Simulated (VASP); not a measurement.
These are r2SCAN meta-GGA, VASP's PBE PAW potentials (set 64) (plane waves; VASP) values and carry that method's errors.

Input for VASP

### KPOINTS
```
Automatic mesh
0
Gamma
1 1 1
0 0 0
```

INCAR:
```
ALGO  =  All
EDIFF  =  1E-6
ENCUT  =  520
ISMEAR  =  0
ISPIN  =  2
ISYM  =  0
LASPH  =  .TRUE.
LCHARG  =  .FALSE.
LMAXMIX  =  4
LMIXTAU  =  .TRUE.
LORBIT  =  10
LREAL  =  .FALSE.
LWAVE  =  .FALSE.
MAGMOM  =  0
METAGGA  =  R2SCAN
NELM  =  200
NUPDOWN  =  0
PREC  =  Normal
SIGMA  =  0.01
SYSTEM  =  Pd atom
```

File POSCAR:
```
Pd atom
12.0
  1.0000000000   0.0000000000   0.0000000000
  0.0000000000   1.0416666667   0.0000000000
  0.0000000000   0.0000000000   1.0833333333
Pd
1
Direct
  0.0000000000   0.0000000000   0.0000000000
```

POTCAR, in this order: Pd (PBE.64 set). Program: vasp_gam. Read from the step before: WAVECAR.

The run wrote:

**OSZICAR**
```
       N       E                     dE             d eps       ncg     rms           ort
SDA:   1    -0.187631498460E+02   -0.18763E+02    0.00000E+00     9   0.127E+00   0.000E+00
CGA:   2    -0.187791514643E+02   -0.16002E-01   -0.16061E-01     9   0.939E-03  -0.318E-03
CGA:   3    -0.187795468608E+02   -0.39540E-03   -0.39736E-03     9   0.856E-04  -0.709E-05
CGA:   4    -0.187795779924E+02   -0.31132E-04   -0.31431E-04     9   0.214E-04  -0.250E-05
CGA:   5    -0.187795817539E+02   -0.37615E-05   -0.35497E-05     9   0.222E-05   0.118E-05
SDA:   6    -0.187795818019E+02   -0.48024E-07   -0.19050E-06     9   0.136E-05   0.176E-05
   1 F= -.18779582E+02 E0= -.18779582E+02  d E =-.893760E-13  mag=     0.0000
```

File OUTCAR:
```
------------------------ aborting loop because EDIFF is reached ----------------------------------------
  FORCE on cell =-STRESS in cart. coord.  units (eV):
  Direction    XX          YY          ZZ          XY          YZ          ZX
  --------------------------------------------------------------------------------------
  Total       -0.0147045     -0.0108639     -0.0126096      0.0000048      0.0000115     -0.0000418
  in kB       -0.0120816     -0.0089261     -0.0103604      0.0000039      0.0000095     -0.0000343
  external PRESSURE =      -0.0104560 kB  Pullay stress =       0.0000000 kB
  volume of cell :     1950.00
      direct lattice vectors                 reciprocal lattice vectors
    12.000000000  0.000000000  0.000000000     0.083333333  0.000000000  0.000000000
     0.000000000 12.500000000  0.000000000     0.000000000  0.080000000  0.000000000
     0.000000000  0.000000000 13.000000000     0.000000000  0.000000000  0.076923077
 POSITION                                       TOTAL-FORCE (eV/Angst)
 -----------------------------------------------------------------------------------
      0.00000      0.00000      0.00000        -0.000001      0.000001     -0.000000
 -----------------------------------------------------------------------------------
    total drift:                               -0.000001      0.000001     -0.000000
  FREE ENERGIE OF THE ION-ELECTRON SYSTEM (eV)
  ---------------------------------------------------
  free  energy   TOTEN  =       -18.7795818019 eV

  energy  without entropy=      -18.7795818019  energy(sigma->0) =      -18.77958180

 total charge

# of ion       s       p       d       tot
------------------------------------------
    1        0.000   0.000   9.191   9.191

 magnetization (x)

# of ion       s       p       d       tot
------------------------------------------
    1       -0.000   0.000   0.000   0.000
```
(Selected blocks of OUTCAR.)

The atom may not be in its lowest state.

The cell is a free atom in a box.
